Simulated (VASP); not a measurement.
All values below come from PBE GGA, VASP's PBE PAW potentials (set 64) (plane waves; VASP 6.6.1).

Input for VASP

### INCAR
```
SYSTEM=Hf
PREC=Accurate; ENCUT=500; LREAL=.FALSE.
LASPH=.TRUE.
EDIFF=1E-6; NELM=100; ALGO=Normal
LMAXMIX=6
ISMEAR=1; SIGMA=0.1
GGA=PE
IBRION=2; NSW=40; ISIF=3
EDIFFG=-0.02; PSTRESS=450
LWAVE=.FALSE.; LCHARG=.FALSE.
```

### KPOINTS
```
Automatic mesh
0
Gamma
14 14 8
0 0 0
```

**POSCAR**
```
Hf
1.0
  1.4541841969  -2.5187206617   0.0000000000
  1.4541841969   2.5187206617   0.0000000000
  0.0000000000   0.0000000000   4.6875481845
Hf
2
direct
  0.3333330000   0.6666670000   0.2500000000
  0.6666670000   0.3333330000   0.7500000000
```

POTCAR, in this order: Hf_pv (PBE.64 set). Program: vasp_std.

Output of the run:

**OSZICAR**
```
       N       E                     dE             d eps       ncg     rms          rms(c)
DAV:   1     0.509035507284E+02    0.50904E+02   -0.11768E+04  3376   0.137E+03
DAV:   2    -0.174249262356E+02   -0.68328E+02   -0.66807E+02  4230   0.277E+02
DAV:   3    -0.190913519142E+02   -0.16664E+01   -0.16567E+01  4392   0.300E+01
DAV:   4    -0.191025924893E+02   -0.11241E-01   -0.11239E-01  3876   0.292E+00
DAV:   5    -0.191026980058E+02   -0.10552E-03   -0.10551E-03  4354   0.238E-01    0.775E+01
DAV:   6    -0.187549051683E+02    0.34779E+00   -0.25468E-01  3498   0.432E+00    0.461E+01
DAV:   7    -0.186212679678E+02    0.13364E+00   -0.44141E-01  3540   0.548E+00    0.202E+00
DAV:   8    -0.186167269895E+02    0.45410E-02   -0.28321E-02  3702   0.138E+00    0.187E-01
DAV:   9    -0.186167986829E+02   -0.71693E-04   -0.59462E-04  4428   0.199E-01    0.161E-01
DAV:  10    -0.186167975102E+02    0.11726E-05   -0.50886E-05  3720   0.620E-02    0.309E-01
DAV:  11    -0.186167950082E+02    0.25021E-05   -0.12032E-05  3792   0.285E-02    0.138E-02
DAV:  12    -0.186167952285E+02   -0.22029E-06   -0.62290E-07  2274   0.686E-03
   1 F= -.89723534E+01 E0= -.89723815E+01  d E =-.897235E+01
```

### OUTCAR
```
------------------------ aborting loop because EDIFF is reached ----------------------------------------
  FORCE on cell =-STRESS in cart. coord.  units (eV):
  Direction    XX          YY          ZZ          XY          YZ          ZX
  --------------------------------------------------------------------------------------
  Total        9.6451092      9.6451073      9.6429293      0.0000000      0.0000000      0.0000000
  in kB      450.0311383    450.0310487    449.9294286      0.0000000      0.0000000      0.0000000
  external PRESSURE =      -0.0027948 kB  Pullay stress =     450.0000000 kB
  volume of cell :       34.34
      direct lattice vectors                 reciprocal lattice vectors
     1.454184197 -2.518720662  0.000000000     0.343835397 -0.198513479  0.000000000
     1.454184197  2.518720662  0.000000000     0.343835397  0.198513479  0.000000000
     0.000000000  0.000000000  4.687548184     0.000000000  0.000000000  0.213331140
 POSITION                                       TOTAL-FORCE (eV/Angst)
 -----------------------------------------------------------------------------------
      1.45418      0.83958      1.17189         0.000000      0.000000      0.000000
      1.45418     -0.83958      3.51566        -0.000000      0.000000      0.000000
 -----------------------------------------------------------------------------------
    total drift:                                0.000000      0.000142     -0.000014
  FREE ENERGIE OF THE ION-ELECTRON SYSTEM (eV)
  ---------------------------------------------------
  free  energy   TOTEN  =       -18.6167952285 eV

  energy  without entropy=      -18.6168796109  energy(sigma->0) =      -18.61682336
  enthalpy is  TOTEN    =        -8.9723534087 eV   P V=        9.6444418198

 reached required accuracy - stopping structural energy minimisation
```
(Selected blocks of OUTCAR.)

The compound is Hf in the hcp structure. It was relaxed first under an external pressure of 45 GPa.
